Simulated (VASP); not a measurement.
Data:

```
CELL_PARAMETERS angstrom
      4.18184     0.00000     0.00000
     -2.09092     3.62158     0.00000
      0.00000     0.00000     6.80895
ATOMIC_POSITIONS crystal
  Mg 0.00000 0.00000 0.50000
  Mg 0.00000 0.00000 0.00000
  Te 0.33333 0.66667 0.25000
  Te 0.66667 0.33333 0.75000
```

These are PBEsol GGA, VASP's PBE PAW potentials (set 64) (plane waves; VASP) values and carry that method's errors. Numerical set-up: 400 eV cut-off, 11×11×6 Γ-centred mesh, Gaussian smearing of 0.010 eV, potentials Mg Te.

Q: The job: MgTe (space group P6_3/mmc), 4 atoms, PBEsol, optics run with many empty bands, 400 eV, 11×11×6 Γ-centred mesh. Roughly how much core time does it take on a busy server core?

A: About 2 core-minutes (one run on a shared machine, a rough figure). It had 64 irreducible k-points, 36 bands, up to 1885 plane waves and 12 electronic steps.

The structure comes from a computed database's MgTe entry (P6_3/mmc); how it stands against other phases isn't given here. It was relaxed first.
